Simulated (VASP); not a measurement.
# YSn3Pd (P1) in VASP: further runs

One crystal, YSn3Pd, is run at these levels: PBE; tasks: single point.

All numbers are computed with VASP 6.6.1; they aren't measurements. Logs are shortened: lines on timing, memory, paths and dates and some standing lists are left out, and cuts for length are marked.

## (1) Starting point

The typed cell holds 5 atoms: a = 4.702 Å, b = 4.730 Å, c = 6.496 Å, α = 68.20°, β = 69.16°, γ = 89.43°.

The cell was built by a generator and needn't be a form met in nature.

## (2) Single point, PBE, collinear spin, zero start

File INCAR:

```
SYSTEM = YSn3Pd
PREC     = Accurate       ! precision mode
ENCUT    = 520            ! plane-wave cutoff, eV
EDIFF    = 1E-7           ! SCF threshold, eV
ISMEAR   = -1             ! smearing method
SIGMA    = 0.1            ! smearing width, eV
LREAL    = .FALSE.        ! projectors in reciprocal space
LASPH    = .TRUE.         ! aspherical terms in the spheres
NELM     = 150            ! most SCF steps
ALGO     = Normal         ! electronic algorithm
ISIF     = 2              ! what is computed and relaxed
LWAVE    = .FALSE.        ! write WAVECAR
LCHARG   = .FALSE.        ! write CHGCAR
ISPIN    = 2              ! spin polarisation
MAGMOM   = 0 0 0 0 0      ! initial moments
LORBIT   = 11             ! projections on sites
LMAXMIX  = 4              ! l up to which the mixer works
GGA      = PE             ! functional
NBANDS   = 44             ! bands
```

File KPOINTS:

```
Automatic mesh
0
Gamma
  4 4 3
  0 0.5 0
```

File POSCAR:

```
YSn3Pd
1.0
    0.0234310000      4.7021280000      0.0270670000
    4.7302930000      0.0234310000     -0.0103690000
    2.3890170000      2.3310510000     -5.5730440000
Y Pd Sn
1 1 3
Direct
    0.9922530000      0.9765450000      0.0030470000
    0.6293130000      0.6524870000      0.7320650000
    0.7282690000      0.2200970000      0.5061180000
    0.2481760000      0.7104960000      0.5134180000
    0.4248280000      0.3992670000      0.1725510000
```

Potentials or basis: VASP PAW PBE potentials, release 64 (Y_sv, Pd, Sn_d).

The run is started by

```bash
$ cat potpaw_PBE.64/Y_sv/POTCAR potpaw_PBE.64/Pd/POTCAR potpaw_PBE.64/Sn_d/POTCAR > POTCAR
$ mpirun -np 1 vasp_std > vasp.out
```

OUTCAR:

```text
SYSTEM = YSn3Pd
   PREC = Accurate
   ENCUT = 520
   EDIFF = 1E-7
   ISMEAR = -1
   LREAL = .FALSE.
   LASPH = .TRUE.
   NELM = 150
   ISIF = 2
   ISPIN = 2
   LORBIT = 11
   GGA = PE

 ion  position               nearest neighbor table
   1  0.992  0.977  0.003-   5 3.41   5 3.43   5 3.47   2 3.54   2 3.55   5 3.56   4 3.57   3 3.62
                             3 3.65   4 3.66   3 3.66   3 3.68   4 3.68   4 3.71   2 3.75   2 3.81
   2  0.629  0.652  0.732-   5 2.46   3 2.49   4 2.61   4 2.71   3 2.88   1 3.54   1 3.55   1 3.75
                             1 3.81
   3  0.728  0.220  0.506-   2 2.49   5 2.87   2 2.88   5 3.13   4 3.22   4 3.29   4 3.41   4 3.42
                             1 3.62   1 3.65   1 3.66   1 3.68
   4  0.248  0.710  0.513-   2 2.61   2 2.71   5 2.97   5 3.10   3 3.22   3 3.29   3 3.41   3 3.42
                             1 3.57   1 3.66   1 3.68   1 3.71
   5  0.425  0.399  0.173-   2 2.46   3 2.87   4 2.97   4 3.10   3 3.13   1 3.41   1 3.43   1 3.47
                             1 3.56

  LATTYP: Found a triclinic cell.
 ALAT       =     4.7022642804
 B/A-ratio  =     1.4254655366
 C/A-ratio  =     1.3876883800
 COS(alpha) =     0.0012079085
 COS(beta)  =     0.3664910666
 COS(gamma) =     0.7085283197

  Lattice vectors:

 A1 = (  -0.0234310000,  -4.7021280000,  -0.0270670000)
 A2 = (  -4.7537240000,  -4.7255590000,  -0.0166980000)
 A3 = (   2.3655860000,  -2.3710770000,  -5.6001110000)

Analysis of symmetry for initial positions (statically):
=====================================================================
 Subroutine PRICEL returns:
 Original cell was already a primitive cell.

 Routine SETGRP: Setting up the symmetry group for a
 triclinic supercell.

 Subroutine GETGRP returns: Found  1 space group operations
 (whereof  1 operations were pure point group operations)
 out of a pool of  2 trial point group operations.

The static configuration has the point symmetry C_1 .

Analysis of symmetry for dynamics (positions and initial velocities):
=====================================================================
 Subroutine PRICEL returns:
 Original cell was already a primitive cell.

 Routine SETGRP: Setting up the symmetry group for a
 triclinic supercell.

 Subroutine GETGRP returns: Found  1 space group operations
 (whereof  1 operations were pure point group operations)
 out of a pool of  2 trial point group operations.

The dynamic configuration has the point symmetry C_1 .

Analysis of structural, dynamic, and magnetic symmetry:
=====================================================================
 Subroutine PRICEL returns:
 Original cell was already a primitive cell.

 Routine SETGRP: Setting up the symmetry group for a
 triclinic supercell.

 Subroutine GETGRP returns: Found  1 space group operations
 (whereof  1 operations were pure point group operations)
 out of a pool of  2 trial point group operations.

The overall configuration has the point symmetry C_1 .

 Subroutine INISYM returns: Found  1 space group operations
 (whereof  1 operations are pure point group operations),
 and found     1 'primitive' translations

----------------------------------------------------------------------------------------

                                     Primitive cell

  volume of cell :     124.1361

  direct lattice vectors                    reciprocal lattice vectors
     0.023431000  4.702128000  0.027067000    -0.000857215  0.212165221  0.088375410
     4.730293000  0.023431000 -0.010369000     0.211608586 -0.001572835  0.090053147
     2.389017000  2.331051000 -5.573044000    -0.000397874  0.001033364 -0.179173483

  length of vectors
     4.702264280  4.730362396  6.496154279     0.229836962  0.229978775  0.179176905

  position of ions in fractional coordinates (direct lattice)
     0.992253000  0.976545000  0.003047000
     0.629313000  0.652487000  0.732065000
     0.728269000  0.220097000  0.506118000
     0.248176000  0.710496000  0.513418000
     0.424828000  0.399267000  0.172551000

  ion indices of the primitive-cell ions
   primitive index   ion index
                 1           1
                 2           2
                 3           3
                 4           4
                 5           5

----------------------------------------------------------------------------------------

 KPOINTS: Automatic mesh

Automatic generation of k-mesh.
 Grid dimensions read from file:
 generate k-points for:    4    4    3

 Generating k-lattice:

  Cartesian coordinates                     Fractional coordinates (reciprocal lattice)
    -0.000214304  0.053041305  0.022093853     0.250000000  0.000000000  0.000000000
     0.052902147 -0.000393209  0.022513287     0.000000000  0.250000000 -0.000000000
    -0.000132625  0.000344455 -0.059724494    -0.000000000  0.000000000  0.333333333

  Length of vectors
     0.057459241  0.057494694  0.059725635

  Shift w.r.t. Gamma in fractional coordinates (k-lattice)
     0.000000000  0.500000000  0.000000000

 Subroutine IBZKPT returns following result:
 ===========================================

 Found     24 irreducible k-points:

 Following reciprocal coordinates:
            Coordinates               Weight
  0.000000  0.125000  0.000000      2.000000
  0.250000  0.125000  0.000000      2.000000
  0.500000  0.125000  0.000000      2.000000
 -0.250000  0.125000  0.000000      2.000000
  0.000000  0.375000  0.000000      2.000000
  0.250000  0.375000  0.000000      2.000000
[... 16 lines left out ...]
  0.500000 -0.125000  0.333333      2.000000
 -0.250000 -0.125000  0.333333      2.000000
   k-points           NKPTS =     24   k-points in BZ     NKDIM =     24   number of bands    NBANDS=     44
   number of dos      NEDOS =    301   number of ions     NIONS =      5
   total plane-waves  NPLWV =  62208
   dimension x,y,z NGX =    36 NGY =   36 NGZ =   48
   dimension x,y,z NGXF=    72 NGYF=   72 NGZF=   96
   ions per type =               1   1   3
   NGX,Y,Z   is equivalent  to a cutoff of  12.73, 12.65, 12.28 a.u.
   NGXF,Y,Z  is equivalent  to a cutoff of  25.46, 25.30, 24.57 a.u.
 SYSTEM =  YSn3Pd
   PREC   = accura    normal or accurate (medium, high low for compatibility)
   ISTART =      0    job   : 0-new  1-cont  2-samecut
   ICHARG =      2    charge: 1-file 2-atom 10-const
   ISPIN  =      2    spin polarized calculation?
   LNONCOLLINEAR =      F non collinear calculations
   LSORBIT =      F    spin-orbit coupling
   LASPH  =      T    aspherical Exc in radial PAW
   ENCUT  =  520.0 eV  38.22 Ry    6.18 a.u.   8.74  8.80 12.08*2*pi/ulx,y,z
   NELM   =    150;   NELMIN=  2; NELMDL= -5     # of ELM steps
   EDIFF  = 0.1E-06   stopping-criterion for ELM
   LREAL  =      F    real-space projection
   EDIFFG = 0.1E-05   stopping-criterion for IOM
   NSW    =      0    number of steps for IOM
   IBRION =     -1    ionic relax: 0-MD 1-quasi-New 2-CG
   NFREE  =      0    steps in history (QN), initial steepest desc. (CG)
   ISIF   =      2    stress and relaxation
   ISYM   =      2    0-nonsym 1-usesym 2-fastsym
   POTIM  = 0.5000    time-step for ionic-motion
   TEBEG  =    0.0;   TEEND  =   0.0 temperature during run
   PSTRESS=    0.0 pullay stress
   NELECT =      63.0000    total number of electrons
   NUPDOWN=      -1.0000    fix difference up-down
   EMIN   =  10.00;   EMAX   =-10.00  energy-range for DOS
   EFERMI =   0.00;   METHOD = LEGACY
   ISMEAR =    -1;   SIGMA  =   0.10  broadening in eV -4-tet -1-fermi 0-gaus
   EFERMI_NEDOS =   21; number of points for ismear=-14 and -15
   IALGO  =     38    algorithm
   IMIX   =      4    mixing-type and parameters
     AMIX     =   0.40;   BMIX     =  1.00
     AMIX_MAG =   1.60;   BMIX_MAG =  1.00
  volume/ion in A,a.u.               =      24.83       167.54
  Fermi-wavevector in a.u.,A,eV,Ry     =   1.305837  2.467674 23.200798  1.705211
  Thomas-Fermi vector in A             =   2.436679
   LORBIT       =     11    0 simple, 1 ext, 2 COOP (PROOUT), +10 PAW based schemes
   GGA     = PE    functional components
   LHFCALC =     F    Hartree Fock is set to
   AEXX    =    0.0000 exact exchange contribution
   IVDW    =     0    specifies the selected vdW correction
   LEPSILON=     F    determine dielectric tensor
   LRPA    =     F    only Hartree local field effects (RPA)
 spin polarized calculation
  energy-cutoff  :      520.00
  volume of cell :      124.14
 maximum number of plane-waves:      3359
 NGX is ok and might be reduce to    36
   NGX = 17   NGY = 17   NGZ = 25

 number of electron      63.0000001 magnetization      -0.0000017

 number of electron      63.0000001 magnetization       0.0000052

 Free energy of the ion-electron system (eV)
  ---------------------------------------------------
  ext. energy  EPLUGINS =         0.00000000
  ---------------------------------------------------
  free energy    TOTEN  =       -24.88813647 eV

  energy without entropy =      -24.80698923  energy(sigma->0) =      -24.84756285

 E-fermi :   7.9259     XC(G=0): -10.5581

 val. band max:        7.9204252224   @ k =   0.2500   0.3750   0.3333
 cond. band min:       7.9505628885   @ k =   0.5000  -0.1250   0.3333
 fundamental gap:      0.0301376661
 Fermi energy:         7.9258562723

 spin component 1

 k-point     1 :       0.0000    0.1250    0.0000
  band No.  band energies     occupation
      1     -36.2588      1.00000
      2     -16.2065      1.00000
      3     -16.1826      1.00000
      4     -16.1684      1.00000
      5     -13.8954      1.00000
      6     -13.8885      1.00000
[... 35 lines left out ...]
     42      12.3252      0.00000
     43      14.7131      0.00000
[... 1016 lines left out ...]
      2     -16.2065      1.00000
      3     -16.1834      1.00000
      4     -16.1756      1.00000
      5     -13.8930      1.00000
      6     -13.8690      1.00000
[... 35 lines left out ...]
     42      12.5901      0.00000
     43      13.1438      0.00000
 Fermi energy:         7.9258562723

 spin component 2

 k-point     1 :       0.0000    0.1250    0.0000
  band No.  band energies     occupation
      1     -36.2588      1.00000
      2     -16.2065      1.00000
      3     -16.1826      1.00000
      4     -16.1684      1.00000
      5     -13.8954      1.00000
      6     -13.8885      1.00000
[... 35 lines left out ...]
     42      12.3252      0.00000
     43      14.7131      0.00000
[... 1016 lines left out ...]
      2     -16.2065      1.00000
      3     -16.1834      1.00000
      4     -16.1756      1.00000
      5     -13.8930      1.00000
      6     -13.8690      1.00000
[... 35 lines left out ...]
     42      12.5901      0.00000
     43      13.1438      0.00000
 [bands above 43 left out]

------------------------ aborting loop because EDIFF is reached ----------------------------------------

  FORCE on cell =-STRESS in cart. coord.  units (eV):
  Direction    XX          YY          ZZ          XY          YZ          ZX
  --------------------------------------------------------------------------------------
  -------------------------------------------------------------------------------------
  Total        3.5361367      0.6510251      3.4988820      0.0403205     -1.4768145      1.8187236
  in kB       45.6395747      8.4025341     45.1587435      0.5204015    -19.0606842     23.4735753
  external PRESSURE =      33.0669508 kB  Pullay stress =       0.0000000 kB

 VOLUME and BASIS-vectors are now :
 -----------------------------------------------------------------------------
  energy-cutoff  :      520.00
  volume of cell :      124.14
      direct lattice vectors                 reciprocal lattice vectors
     0.023431000  4.702128000  0.027067000    -0.000857215  0.212165221  0.088375410
     4.730293000  0.023431000 -0.010369000     0.211608586 -0.001572835  0.090053147
     2.389017000  2.331051000 -5.573044000    -0.000397874  0.001033364 -0.179173483

 POSITION                                       TOTAL-FORCE (eV/Angst)
 -----------------------------------------------------------------------------------
      4.64987      4.69568     -0.00025        -0.032461      0.085978     -0.224468
      4.85012      4.68088     -4.06956        -1.242064      0.459625      0.379659
      2.26731      4.60936     -2.80319         1.472099      0.554742      0.204182
      4.59323      2.38041     -2.86195         0.025925     -0.599580      0.272825
      2.31083      2.40918     -0.95428        -0.223499     -0.500764     -0.632198
 -----------------------------------------------------------------------------------
    total drift:                               -0.000725     -0.000237      0.000886

  FREE ENERGIE OF THE ION-ELECTRON SYSTEM (eV)
  ---------------------------------------------------
  free  energy   TOTEN  =       -24.8881364660 eV

  energy  without entropy=      -24.8069892297  energy(sigma->0) =      -24.84756285

 total charge

# of ion       s       p       d       f       tot
--------------------------------------------------
    1        2.146   6.126   0.837   0.016   9.126
    2        0.508   0.567   8.634   0.000   9.709
    3        1.209   1.110  10.020   0.000  12.338
    4        1.209   1.095  10.011   0.000  12.315
    5        1.171   1.230  10.013   0.000  12.414
--------------------------------------------------
tot          6.243  10.128  39.515   0.016  55.903

 magnetization (x)

# of ion       s       p       d       f       tot
--------------------------------------------------
    1       -0.000  -0.000   0.000  -0.000   0.000
    2        0.000  -0.000  -0.000   0.000  -0.000
    3       -0.000   0.000  -0.000   0.000  -0.000
    4       -0.000   0.000  -0.000   0.000  -0.000
    5        0.000  -0.000  -0.000   0.000   0.000
--------------------------------------------------
tot         -0.000  -0.000   0.000  -0.000  -0.000
```

It took 2.9 min on 1 thread of Intel Xeon 6975P-C (Granite Rapids), shared host; peak memory 0.42 GiB.

Results:

| Item | Value |
| --- | --- |
| Free energy | -24.8881 eV |
| Pressure | 3.3 GPa |
| Largest force | 1.586 eV/Å |
| Band gap on the k mesh | none (metal or under the smearing width) |
| Net moment | 0.00 μB per cell |
| Valence electrons inside the program's atomic spheres | Y 9.13; Pd 9.71; Sn 12.34, 12.31, 12.41 |

Forces on the atoms (eV/Å):
```
Y   -0.032  0.086 -0.224
Pd  -1.242  0.460  0.380
Sn   1.472  0.555  0.204
Sn   0.026 -0.600  0.273
Sn  -0.223 -0.501 -0.632
```

Caveat: the k mesh is coarse (spacing up to 0.38 Å⁻¹), so the values aren't converged; forces of over 1 eV/Å show positions far from the minimum, so gaps and moduli don't describe the material at rest.

## (3) Single point, PBE, collinear spin, zero start

File INCAR:

```
SYSTEM = YSn3Pd
ALGO = Normal
EDIFF = 1E-6
ENCUT = 520
GGA = PE
ISIF = 2
ISMEAR = -1
ISPIN = 2
LASPH = .True.
LCHARG = .False.
LMAXMIX = 4
LORBIT = 11
LREAL = .False.
LWAVE = .False.
MAGMOM = 0 0 0 0 0
NBANDS = 44
NELM = 150
PREC = Accurate
SIGMA = 0.1
```

File KPOINTS:

```
Automatic mesh
0
Gamma
  4 4 3
  0.5 0.5 0.5
```

POSCAR is that of step 2.

Potentials or basis: VASP PAW PBE potentials, release 64 (Y_sv, Pd, Sn_d).

The run is started by

```bash
$ cat potpaw_PBE.64/Y_sv/POTCAR potpaw_PBE.64/Pd/POTCAR potpaw_PBE.64/Sn_d/POTCAR > POTCAR
$ mpirun -np 1 vasp_std > vasp.out
```

OUTCAR:

```text
SYSTEM = YSn3Pd
   EDIFF = 1E-6
   ENCUT = 520
   GGA = PE
   ISIF = 2
   ISMEAR = -1
   ISPIN = 2
   LASPH = .True.
   LORBIT = 11
   LREAL = .False.
   NELM = 150
   PREC = Accurate

 ion  position               nearest neighbor table
   1  0.992  0.977  0.003-   5 3.41   5 3.43   5 3.47   2 3.54   2 3.55   5 3.56   4 3.57   3 3.62
                             3 3.65   4 3.66   3 3.66   3 3.68   4 3.68   4 3.71   2 3.75   2 3.81
   2  0.629  0.652  0.732-   5 2.46   3 2.49   4 2.61   4 2.71   3 2.88   1 3.54   1 3.55   1 3.75
                             1 3.81
   3  0.728  0.220  0.506-   2 2.49   5 2.87   2 2.88   5 3.13   4 3.22   4 3.29   4 3.41   4 3.42
                             1 3.62   1 3.65   1 3.66   1 3.68
   4  0.248  0.710  0.513-   2 2.61   2 2.71   5 2.97   5 3.10   3 3.22   3 3.29   3 3.41   3 3.42
[... 2456 lines left out ...]
      4.85012      4.68088     -4.06956        -1.232043      0.459725      0.385122
      2.26731      4.60936     -2.80319         1.409897      0.621734      0.297254
      4.59323      2.38041     -2.86195         0.063771     -0.681334      0.206127
      2.31083      2.40918     -0.95428        -0.213359     -0.480599     -0.662627
 -----------------------------------------------------------------------------------
    total drift:                               -0.000601     -0.000208      0.000689

  FREE ENERGIE OF THE ION-ELECTRON SYSTEM (eV)
  ---------------------------------------------------
  free  energy   TOTEN  =       -24.7771676407 eV

  energy  without entropy=      -24.6784845861  energy(sigma->0) =      -24.72782611

 total charge

# of ion       s       p       d       f       tot
--------------------------------------------------
    1        2.137   6.126   0.850   0.016   9.129
    2        0.507   0.569   8.631   0.000   9.708
    3        1.208   1.116  10.018   0.000  12.343
    4        1.210   1.094  10.012   0.000  12.316
    5        1.167   1.237  10.011   0.000  12.415
--------------------------------------------------
tot          6.229  10.142  39.523   0.016  55.911

 magnetization (x)

# of ion       s       p       d       f       tot
--------------------------------------------------
    1       -0.000  -0.000   0.000   0.000   0.000
    2        0.000  -0.000  -0.000   0.000  -0.000
    3       -0.000   0.000  -0.000   0.000  -0.000
    4       -0.000  -0.000   0.000   0.000  -0.000
    5       -0.000  -0.000  -0.000   0.000  -0.000
--------------------------------------------------
tot         -0.000  -0.000   0.000   0.000  -0.000
```

stdout:

```text
POSCAR found type information on POSCAR Y PdSn
 POSCAR found :  3 types and       5 ions
 scaLAPACK will be used
 LDA part: xc-table for (Slater+PW92), standard interpolation
 POSCAR, INCAR and KPOINTS ok, starting setup
 FFT: planning ... GRIDC
 FFT: planning ... GRID_SOFT
 FFT: planning ... GRID
 WAVECAR not read
 entering main loop
```

It took 2.3 min on 1 thread of Intel Xeon 6975P-C (Granite Rapids), shared host; peak memory 0.42 GiB.

What came out:

| Quantity | Value |
| --- | --- |
| Free energy | -24.7772 eV |
| Pressure | 3.3 GPa |
| Largest force | 1.569 eV/Å |
| Band gap on the k mesh | none (metal or under the smearing width) |
| Net moment | 0.00 μB per cell |
| Valence electrons inside the program's atomic spheres | Y 9.13; Pd 9.71; Sn 12.34, 12.32, 12.41 |

Forces in eV/Å, atoms in the order of the input:
```
Y   -0.028  0.080 -0.226
Pd  -1.232  0.460  0.385
Sn   1.410  0.622  0.297
Sn   0.064 -0.681  0.206
Sn  -0.213 -0.481 -0.663
```

Levels at points of the mesh, in eV from the Fermi level:
Spin up:
```
           k point  band 30  band 31  band 32  band 33  band 34  band 35
(0.12, 0.12, 0.17)    -1.51    -1.19    -0.88     0.80     1.04     1.39
```
Spin down:
```
           k point  band 29  band 30  band 31  band 32  band 33  band 34  band 35  band 36
(0.12, 0.12, 0.17)    -2.13    -1.51    -1.19    -0.88     0.80     1.04     1.39     1.88
```

Caveat: the k mesh is coarse (spacing up to 0.38 Å⁻¹), so the values aren't converged; forces of over 1 eV/Å show positions far from the minimum, so gaps and moduli don't describe the material at rest.
